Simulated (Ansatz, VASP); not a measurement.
**AlVIn (AlVIn in the AlB2 type): VASP beside Ansatz**

One calculation is typed for both programs; each brings its own data sets. How far apart do they land? The cell is generated by rule, not measured, and may not be a known phase. The cell is taken from a series of runs on this material, whose earlier steps may have relaxed, scaled, displaced or heated it; both programs get it as it stands.

Program: Ansatz 0.2.0. Level of theory: plane waves, with VASP 6.6.1 beside it; relaxation of cell and atoms at PBE and zone-centre phonons at PBE. Results are calculated unless marked as measured.

The structure was built from a prototype and need not be the compound's stable phase.

## 1. Starting point

It takes space group P-6m2 (No. 187, hexagonal). The conventional cell has a = 4.629 Å, b = 4.629 Å, c = 2.787 Å, α = 90.00°, β = 90.00°, γ = 120.00°. Nearest to V lie 2 V at 2.79 Å and 6 Al at 3.01 Å and 6 In at 3.01 Å. Nearest to Al lie 3 In at 2.67 Å and 2 Al at 2.79 Å and 6 V at 3.01 Å. In has 3 Al at 2.67 Å and 2 In at 2.79 Å and 6 V at 3.01 Å nearest. Farther neighbours are not listed.

Structure file:

```
V Al In
1.0
     4.62929    0.00000    0.00000
    -2.31465    4.00908    0.00000
     0.00000    0.00000    2.78695
V Al In
1 1 1
Cartesian
  0.0000 0.0000 0.0000
  0.0000 2.6727 1.3935
  2.3146 1.3364 1.3935
```

## 2. VASP: relaxation of cell and atoms, PBE, pair 1

The relaxed volume is the usual yardstick between codes: in a stiff, nearly cubic crystal its relative difference is about their pressure difference at one cell divided by the bulk modulus.

Lines of VASP's logs that name or quote its potential files are left out, and so is its time.

INCAR reads:

```
SYSTEM = AlVIn
PREC = Accurate
ENCUT = 500
EDIFF = 1E-07
NELM = 120
ISMEAR = 1
SIGMA = 0.2
LREAL = .FALSE.
ALGO = Normal
GGA = PE
NBANDS = 20
LASPH = .TRUE.
LORBIT = 11
LWAVE = .FALSE.
LCHARG = .FALSE.
ISIF = 3
IBRION = 2
NSW = 80
EDIFFG = -0.005
GGA_COMPAT = .FALSE.
NELMIN = 4
KPAR = 2
```

POSCAR reads:

```
AlVIn
1.0
    4.6292910000      0.0000000000      0.0000000000
   -2.3146450000      4.0090830000      0.0000000000
    0.0000000000      0.0000000000      2.7869480000
V Al In
1 1 1
Direct
    0.0000000000      0.0000000000      0.0000000000
    0.3333332613      0.6666666667      0.5000000000
    0.6666665227      0.3333333333      0.5000000000
```

KPOINTS reads:

```
Automatic mesh
0
Gamma
6 6 9
0 0 0
```

Potentials, in the order of the species: V_sv, Al and In_d (PBE family, release 64).

The run is started by

```
$ mpirun -np 2 vasp_std
```

Numbers of over 12 decimals in the logs are rounded to 6 here.

What it wrote:

```text
[banner, memory and clock lines left out]
running    2 mpi-ranks, on    1 nodes
 distrk:  each k-point on    1 cores,    2 groups
 distr:  one band on    1 cores,    1 groups

 POSCAR found type information on POSCAR V AlIn
 POSCAR found :  3 types and       3 ions
 LDA part: xc-table for (Slater+PW92), standard interpolation
 POSCAR, INCAR and KPOINTS ok, starting setup
 FFT: planning ... GRIDC
 FFT: planning ... GRID_SOFT
 FFT: planning ... GRID
 WAVECAR not read
 entering main loop
       N       E                     dE             d eps       ncg     rms          rms(c)
DAV:   1     0.251703413582E+03    0.25170E+03   -0.13979E+04  1400   0.170E+03
DAV:   2    -0.308884744587E+01   -0.25479E+03   -0.24901E+03  1412   0.444E+02
DAV:   3    -0.163910549713E+02   -0.13302E+02   -0.12807E+02  1652   0.113E+02
DAV:   4    -0.167962378463E+02   -0.40518E+00   -0.40275E+00  1708   0.192E+01
DAV:   5    -0.168117445290E+02   -0.15507E-01   -0.15500E-01  1988   0.383E+00    0.155E+01
DAV:   6    -0.178244363464E+02   -0.10127E+01   -0.32720E+01  1504   0.407E+01    0.157E+01
DAV:   7    -0.146918552724E+02    0.31326E+01   -0.17053E+01  1500   0.346E+01    0.486E+00
DAV:   8    -0.145685099285E+02    0.12335E+00   -0.79258E-01  1472   0.816E+00    0.941E-01
DAV:   9    -0.145641339202E+02    0.43760E-02   -0.34740E-02  1644   0.201E+00    0.589E-01
DAV:  10    -0.145625077822E+02    0.16261E-02   -0.37781E-03  1832   0.530E-01    0.231E-01
DAV:  11    -0.145624364384E+02    0.71344E-04   -0.38108E-04  1720   0.185E-01    0.565E-02
DAV:  12    -0.145624364720E+02   -0.33621E-07   -0.35967E-05  2012   0.593E-02    0.143E-02
DAV:  13    -0.145624359623E+02    0.50973E-06   -0.14127E-06  1568   0.103E-02    0.899E-03
DAV:  14    -0.145624352569E+02    0.70538E-06   -0.14649E-06  1532   0.127E-02    0.289E-03
DAV:  15    -0.145624350488E+02    0.20809E-06   -0.14846E-07  1192   0.368E-03    0.706E-04
DAV:  16    -0.145624351036E+02   -0.54793E-07   -0.11601E-08   772   0.146E-03
   1 F= -.14562435E+02 E0= -.14562832E+02  d E =-.145624E+02
 curvature:   0.00 expect dE= 0.000E+00 dE for cont linesearch  0.000E+00
 trial: gam= 0.00000 g(F)=  0.625E-41 g(S)=  0.181E-04 ort = 0.000E+00 (trialstep = 0.100E+01)
 search vector abs. value=  0.181E-04
 bond charge predicted
       N       E                     dE             d eps       ncg     rms          rms(c)
DAV:   1    -0.145626157299E+02   -0.18068E-03   -0.37220E-03  1496   0.835E-01    0.112E-01
DAV:   2    -0.145626178569E+02   -0.21269E-05   -0.13218E-03  1520   0.365E-01    0.105E-01
DAV:   3    -0.145624541582E+02    0.16370E-03   -0.53084E-04  1532   0.207E-01    0.257E-02
DAV:   4    -0.145624433187E+02    0.10840E-04   -0.34943E-05  1568   0.680E-02    0.925E-03
DAV:   5    -0.145624432965E+02    0.22134E-07   -0.21124E-06  1688   0.129E-02    0.478E-03
DAV:   6    -0.145624434162E+02   -0.11965E-06   -0.26806E-07  1396   0.509E-03    0.196E-03
DAV:   7    -0.145624434695E+02   -0.53336E-07   -0.31573E-08   760   0.209E-03
   2 F= -.14562443E+02 E0= -.14562854E+02  d E =-.836590E-05
 trial-energy change:   -0.000008  1 .order   -0.000007   -0.000018    0.000003
 step:   0.8804(harm=  0.8540)  dis= 0.00000  next Energy=   -14.562444 (dE=-0.855E-05)
 reached required accuracy - stopping structural energy minimisation
```

Parts of OUTCAR (step 2):

```text
ion  position               nearest neighbor table
   1  0.000  0.000  0.000-   2 3.01   2 3.01   3 3.01   3 3.01   2 3.01   2 3.01   3 3.01   3 3.01
                             3 3.01   3 3.01   2 3.01   2 3.01
   2  0.333  0.667  0.500-   3 2.67   3 2.67   3 2.67   1 3.01   1 3.01   1 3.01   1 3.01   1 3.01
                             1 3.01
   3  0.667  0.333  0.500-   2 2.67   2 2.67   2 2.67   1 3.01   1 3.01   1 3.01   1 3.01   1 3.01
                             1 3.01

  LATTYP: Found a hexagonal cell.
 ALAT       =     4.6292910000
 C/A-ratio  =     0.6020248025

 Subroutine GETGRP returns: Found 12 space group operations
 (whereof 12 operations were pure point group operations)

The static configuration has the point symmetry D_3h.

 Found     35 irreducible k-points:

   k-points           NKPTS =     35   k-points in BZ     NKDIM =     35   number of bands    NBANDS=     20

   dimension x,y,z NGX =    36 NGY =   36 NGZ =   20
   dimension x,y,z NGXF=    72 NGYF=   72 NGZF=   40

   ENCUT  =  500.0 eV  36.75 Ry    6.06 a.u.   8.44  8.44  5.08*2*pi/ulx,y,z

   NELECT =      29.0000    total number of electrons

 k-points in reciprocal lattice and weights: Automatic mesh
   0.00000000  0.00000000  0.00000000       0.003
   0.16666667  0.00000000  0.00000000       0.019
   0.33333333 -0.00000000  0.00000000       0.019
   0.50000000 -0.00000000  0.00000000       0.009
   0.16666667  0.16666667  0.00000000       0.019
   0.33333333  0.16666667  0.00000000       0.037
   0.33333333  0.33333333  0.00000000       0.006
   0.00000000  0.00000000  0.11111111       0.006
   0.16666667  0.00000000  0.11111111       0.037
[...]
0.33333333  0.16666667  0.44444444       0.074
   0.33333333  0.33333333  0.44444444       0.012

 average (electrostatic) potential at core
       1 -71.2523       2 -71.2115       3 -92.1717

 E-fermi :   9.2106

 k-point     1 :       0.0000    0.0000    0.0000
  band No.  band energies     occupation
    ...
     10      -1.1629      2.00000
     11       6.3141      2.00000
     12       6.3141      2.00000
     13       7.7732      2.00000
     14       8.1228      2.00000
     15       9.8625     -0.00004
     16       9.8625     -0.00004
     17      10.6616     -0.00000
     18      10.6616     -0.00000
     19      12.0962     -0.00000
    ...

 k-point     2 :       0.1667    0.0000    0.0000
  band No.  band energies     occupation
    ...
     10      -0.8950      2.00000
     11       4.9413      2.00000
     12       6.2544      2.00000
     13       7.6096      2.00000
     14       9.0827      1.87393
     15       9.5136     -0.05395
     16       9.5338     -0.04467
     17      10.6295     -0.00000
     18      10.6602     -0.00000
     19      12.7282     -0.00000
    ...

 k-point     3 :       0.3333   -0.0000    0.0000
  band No.  band energies     occupation
    ...
     11       3.0990      2.00000
     12       6.1325      2.00000
     13       7.0164      2.00000
     14       8.7371      2.00410
     15       9.1016      1.78783
     16      10.5692     -0.00000
     17      10.6574     -0.00000
     18      10.9631     -0.00000
     19      13.9269      0.00000
     20      14.6290      0.00000

  Total        0.0079268      0.0079268      0.0071311      0.0000000     -0.0000000      0.0000000
  in kB        0.2456462      0.2456461      0.2209879      0.0000000     -0.0000000      0.0000000
  external PRESSURE =       0.2374268 kB  Pullay stress =       0.0000000 kB

  energy-cutoff  :      500.00
  volume of cell :       51.70
      direct lattice vectors                 reciprocal lattice vectors
     4.629503765  0.000000000  0.000000000     0.216005872  0.124711041 -0.000000000
    -2.314751383  4.009267260 -0.000000000    -0.000000000  0.249422135  0.000000000
     0.000000000 -0.000000000  2.785457456    -0.000000000  0.000000000  0.359007458

 POSITION                                       TOTAL-FORCE (eV/Angst)
 -----------------------------------------------------------------------------------
     -0.00000      0.00000     -0.00000        -0.000000      0.000000      0.000000
     -0.00000      2.67284      1.39273        -0.000000     -0.000000     -0.000000
      2.31475      1.33642      1.39273         0.000000      0.000000      0.000000
 -----------------------------------------------------------------------------------
    total drift:                                0.000200      0.000005     -0.000000

  FREE ENERGIE OF THE ION-ELECTRON SYSTEM (eV)
  ---------------------------------------------------
  free  energy   TOTEN  =       -14.5624434695 eV

  energy  without entropy=      -14.5636757209  energy(sigma->0) =      -14.56285422

 reached required accuracy - stopping structural energy minimisation

 total charge
# of ion       s       p       d       tot
------------------------------------------
    1        2.213   6.126   3.031  11.371
    2        0.403   0.380   0.000   0.783
    3        0.866   0.926   9.882  11.674
--------------------------------------------------
tot          3.482   7.432  12.913  23.828

[... 3 further parts left out ...]
```

This run has no spin polarisation, so a moment on V, if there is one, isn't seen. Its electron count is odd, so without a moment it is a metal by construction.

## 3. Ansatz: relaxation of cell and atoms, PBE, pair 1

Ansatz runs on its PAW soft_1 files.

The same cell, functional, mesh and smearing now go to Ansatz, which takes its cutoff from its data sets.

input.yaml reads:

```yaml
crystal:
  lattice:
    - [4.6292907792, 0.0, 0.0]
    - [-2.3146453896, 4.0090834163, 0.0]
    - [0.0, 0.0, 2.7869475899]
  atoms:
    - { symbol: V, position: [0.0, 0.0, 0.0] }
    - { symbol: Al, position: [0.3333333333, 0.6666666667, 0.5] }
    - { symbol: In, position: [0.6666666667, 0.3333333333, 0.5] }
kpoints:
  mp_grid: { grid: [6, 6, 9] }
hamiltonian:
  xc: pbe
  pseudopotentials: { kind: paw, azcp: { folder: soft_1 } }
scf:
  occupations: { method: methfessel_paxton, width: 0.2 }
output:
  forces: true
  stress: true
  eigenvalues: true
relax:
  adjacent_minimum: "off"
  f_tol: 0.001
  max_steps: 60
  cell: { stress_tol: 0.01 }
```

The run is started by

```
$ ansatz run input.yaml --threads 4 --pin off --max-ram 12288MiB --backend cpu --events-out ev --progress --plain --runs-dir out
```

What it wrote:

```text
Engine: ansatz 0.2.0, aarch64-unknown-linux-gnu
Pseudopotentials: kind: paw
Pseudopotential: V, paw, valence charge 13, recommended cutoff 420 eV (normal), soft_1/V.paw.azcp
Pseudopotential: Al, paw, valence charge 3, recommended cutoff 420 eV (normal), soft_1/Al.paw.azcp
Pseudopotential: In, paw, valence charge 13, recommended cutoff 420 eV (normal), soft_1/In.paw.azcp
Functional definition: PBE
  parameter kappa = 0.804
  parameter beta = 0.066725
  exchange = pbe_x(kappa = kappa, mu = beta*pi^2/3)
  correlation = pbe_c(beta = beta)
Crystal: 3 atoms, lattice volume = 51.724 Å³
Basis set: ecut = 420 eV, 975 PW (Γ), exchange–correlation on 64×64×40 points (8 copies of the dense FFT grid, shifted against one another)
Bands: 19, of which v1, the nominal top of the filled ones, is band 15 counted from 1 (14 counted from 0)
Symmetry: 12 space group operations
Space group: P-6m2 (ITA 187), of the structure as read, at distance tolerance 3.7e-5 Å
k-points: 35 of 324 (time reversal used)
Non-local potential: V, projectors of the file, l = 0: 3, l = 1: 2, l = 2: 3, l = 3: 1
Non-local potential: Al, projectors of the file, l = 0: 2, l = 1: 2, l = 2: 1
Non-local potential: In, projectors of the file, l = 0: 2, l = 1: 2, l = 2: 2, l = 3: 1
PAW form: soft (Blöchl's): semilocal exchange-correlation on the pseudo side does not see the compensation charge
PAW one-centre angular grid: V, 590 points (default); XC on 64 Gauss nodes
PAW one-centre angular grid: Al, 110 points (default); XC on 64 Gauss nodes
PAW one-centre angular grid: In, 590 points (default); XC on 64 Gauss nodes
Initial density: superposition of atomic densities (chi_scale 0.1, normalization cell, long waves kept (reshape's long-wave potential 0.00 eV rms))
Initial wavefunctions: pseudopotential atomic-orbital guess
Functional: x = pbe(κ = 0.804, μ = 0.219515), c = pbe(β = 0.066725)
SCF iter   1: F=—  HF=-9047.869309 eV  |F-HF|=—  |Δ(HF+E_count)|=         —  Δρ=5.61e-2  dr2=3.85e0  ethr=3.10e-3  ⟨swp⟩=4.5  Hψ=2838  notcnv=0
preconditioner: auto → none  [metal: Δε(μ)=0.065 eV  Ē_g=9.386 eV  σ=0.200 eV  W_gap=0.27  n_scr=8 (ndim 8)  ℏωp=23.7 eV  f_vac=0.000  D(μ)=3.21/eV (n_scr^D=32)  sad-step TF]
SCF iter   2: F=—  HF=-9047.551718 eV  |F-HF|=—  |Δ(HF+E_count)|=   3.18e-1  S|Δr|=    0.00e0  Δρ=5.54e-2  dr2=3.31e0  ethr=3.10e-3  ⟨swp⟩=3.0  Hψ=1453  notcnv=0
SCF iter   3: F=—  HF=-9047.085663 eV  |F-HF|=—  |Δ(HF+E_count)|=   4.66e-1  S|Δr|=    0.00e0  Δρ=6.23e-3  dr2=1.75e-2  ethr=3.10e-3  ⟨swp⟩=2.2  Hψ=1042  notcnv=0
SCF iter   4: F=—  HF=-9047.086831 eV  |F-HF|=—  |Δ(HF+E_count)|=   1.17e-3  S|Δr|=    0.00e0  Δρ=1.40e-3  dr2=1.13e-3  ethr=6.04e-5  ⟨swp⟩=2.1  Hψ=1265  notcnv=0
SCF iter   5: F=—  HF=-9047.087075 eV  |F-HF|=—  |Δ(HF+E_count)|=   2.44e-4  S|Δr|=    0.00e0  Δρ=5.79e-4  dr2=2.43e-4  ethr=3.89e-6  ⟨swp⟩=2.1  Hψ=948  notcnv=0
SCF iter   6: F=—  HF=-9047.087026 eV  |F-HF|=—  |Δ(HF+E_count)|=   4.85e-5  S|Δr|=    0.00e0  Δρ=1.19e-4  dr2=7.57e-6  ethr=8.39e-7  ⟨swp⟩=2.3  Hψ=985  notcnv=0
SCF iter   7: F=—  HF=-9047.087006 eV  |F-HF|=—  |Δ(HF+E_count)|=   2.09e-5  S|Δr|=    0.00e0  Δρ=3.29e-5  dr2=3.67e-7  ethr=2.61e-8  ⟨swp⟩=2.1  Hψ=1009  notcnv=0
SCF iter   8: F=-9047.087006 eV  HF=-9047.087006 eV  |F-HF|=1.30e-9  |Δ(HF+E_count)|=   7.58e-8  S|Δr|=    0.00e0  Δρ=4.44e-6  dr2=4.36e-9  ethr=3.45e-10  ⟨swp⟩=5.2  Hψ=2801  notcnv=0
SCF 1 converged in 8 iterations: F = -9047.087006 eV  dr2 = 4.36e-9
  greatest PAW one-centre occupation: 0.999 electrons in one spin orbital (limit 2), on the V atom at site 0 (counted from 0), in its partial waves of l = 0
relax step   1: F+E_penalty+E_count = -9047.08700550 eV  Δ(F+E_penalty+E_count) = +0.000e0 eV  max|allowed force component| = 3.547e-17 eV/Å  Δτ_max = 0.0000 Å  P = -0.048 GPa  Ω = 51.724 Å³  (8 SCF iters, dr2 threshold 1.00e-7 eV, accepted)
[...]
relax step   2: F+E_penalty+E_count = -9047.08704689 eV  Δ(F+E_penalty+E_count) = -4.139e-5 eV  max|allowed force component| = 2.274e-17 eV/Å  Δτ_max = 0.0000 Å  P = +0.055 GPa  Ω = 51.679 Å³  energy of the carried Pulay correction = +1.843e-5 eV  (4 SCF iters, dr2 threshold 9.20e-8 eV, accepted)
[...]
relax step   3: F+E_penalty+E_count = -9047.08704138 eV  Δ(F+E_penalty+E_count) = +5.513e-6 eV  max|allowed force component| = 3.547e-17 eV/Å  Δτ_max = 0.0000 Å  P = -0.016 GPa  Ω = 51.712 Å³  energy of the carried Pulay correction = +6.421e-6 eV  (3 SCF iters, dr2 threshold 2.58e-8 eV, accepted)
[...]
relax step   4: F+E_penalty+E_count = -9047.08704449 eV  Δ(F+E_penalty+E_count) = -3.112e-6 eV  max|allowed force component| = 1.060e-17 eV/Å  Δτ_max = 0.0000 Å  P = -0.000 GPa  Ω = 51.704 Å³  energy of the carried Pulay correction = +9.007e-6 eV  (4 SCF iters, dr2 threshold 1.02e-9 eV, accepted)
[...]
relax step   5: F+E_penalty+E_count = -9047.08703373 eV  Δ(F+E_penalty+E_count) = +1.076e-5 eV  max|allowed force component| = 1.099e-17 eV/Å  Δτ_max = 0.0000 Å  P = -0.000 GPa  Ω = 51.704 Å³  stress off target by 6.46e-4 GPa  SCF on the basis re-selected at this cell (its energy is not comparable with the rows above)  (7 SCF iters)
basis re-selected at this cell: Δ(F+E_penalty+E_count) = +1.076e-5 eV, ΔP = -0.000 GPa vs the last step (what re-selecting the basis moved, of the pressure what is left beyond the Pulay correction that the steps carried, after the strain that the cell walked since its last selection, with what the two solves' SCF thresholds leave and, on support functions, any second-order correction that the steps lacked; it is no m [...]
SCF converged after 7 iterations
Stability not checked: this state was not tested for a lower state beside it, because cold or Methfessel-Paxton smearing, or corrected tetrahedra, fill the levels in a way that the test cannot read (fill_not_monotonic; see scf.lower_state_search)
Free energy (F): -9047.087034 eV
Harris-Foulkes:  -9047.087034 eV  (|F-HF|=0.00e0)
Internal energy: -9047.088314 eV  (E = F + TS)
E sigma→0 (E₀):  -9047.087354 eV
Entropy (-TS):   0.001280 eV (0.427 meV/atom)
Fermi energy:    12.384425 eV
--- Per-component energies (eV) ---
  E_band       = -178.311927
  E_kinetic    = 538.354035
  E_local      = -2412.029454  (includes V_loc(G=0)·N_el)
  E_nonlocal   = 419.020598
  E_hartree    = 1017.828364
  E_xc         = -295.885564
  E_vxc        = -264.465204  (∫ρ·V_xc dr)
  E_paw        = -5805.244514  (= ΣΔE_a)
  E_vpaw       = -494.849827  (= ΣTr[D̂ρ^β])
  E_aug_tail   = 0.001226  (compensation charges beyond the density's cutoff)
  E_ewald      = -2509.133005
  E_smearing   = 0.001280  (= −TS)
  E_closure    = -0.000000  (closes the sum)
  Σ components = -9047.087034   (vs F -9047.087034, Δ=0.00e0)
--- Forces (eV/Å), atoms counted from 1 ---
  atom   1  V      0.00000000    -0.00000000     0.00000000
  atom   2  Al     0.00000000     0.00000000     0.00000000
  atom   3  In     0.00000000    -0.00000000     0.00000000
  max |Σ_I F_I| component: 2.26e-17 eV/Å
--- Stress (GPa, compression-positive) ---
       -0.000008      -0.000000       0.000000
        0.000000      -0.000008       0.000000
        0.000000       0.000000      -0.000646
  P = ⅓ Tr σ = -0.0002 GPa (-0.002 kbar)
--- Band table (eV; the first three rows and the last of 35) ---
  k-point 0: bands = [... 11 lower, 9.4866, 10.9424, 11.2929, 13.0298, 13.0298, 13.8418, 13.8418, 15.2750]
  k-point 1: bands = [... 11 lower, 9.7177, 11.1540, 11.5136, 12.5671, 12.5671, 14.4288, 14.4288, 15.2685]
  k-point 2: bands = [... 11 lower, 10.3677, 11.5318, 11.9541, 11.9541, 12.1145, 15.1720, 15.1720, 15.4704]
  k-point 34: bands = [... 11 lower, 10.1546, 10.2794, 10.6230, 12.7045, 13.2727, 13.4793, 13.8609, 14.1203]
--- Relaxed structure (4 steps of the walk, 4 accepted, 1 SCFs on fresh bases) ---
  F+E_penalty+E_count = -9047.08703373 eV   max|allowed force component| = 1.099e-17 eV/Å   (the final SCF, on the basis selected at the relaxed cell)
  cell:  # Å, volume = 51.7040 Å³
    - [4.630505, 0, 0.0]
    - [-2.315252, 4.010135, 0.0]
    - [0.0, 0.0, 2.784436]
  atoms:
    - { symbol: V, position: [0, 0, 0.0] }
    - { symbol: Al, position: [0.333333, 0.666667, 0.500000] }
    - { symbol: In, position: [0.666667, 0.333333, 0.500000] }
```

## 4. Comparison

Known differences besides the potentials themselves: the cutoff is 420 eV in Ansatz and 500 eV in VASP; Ansatz adds a Pulay correction to the stress that steers its cell, VASP none. Total energies have different zeros and are not compared.

The two programs side by side:

| quantity | Ansatz | VASP | difference |
| --- | --- | --- | --- |
| volume (Å³) | 51.70 | 51.70 | +0.01 % |
| edge a after relaxation, in the typed setting (Å) | 4.630 | 4.630 | +0.02 % |
| edge c after relaxation, in the typed setting (Å) | 2.784 | 2.785 | -0.04 % |

(Continued in part 2 of 2.)

[Lines on the potential files, build, host, timing and source positions are cut from VASP's logs without a mark.]

[Logs are printed without paths, hosts, clocks, repeated set-up lines and the standing remarks that a program may print on its own settings, such as how far it seeks lower states.]

[Hosts, paths, dates, database ids (printed as entryN), source tags and the programs' standing remarks are cut or masked in the printed files.]
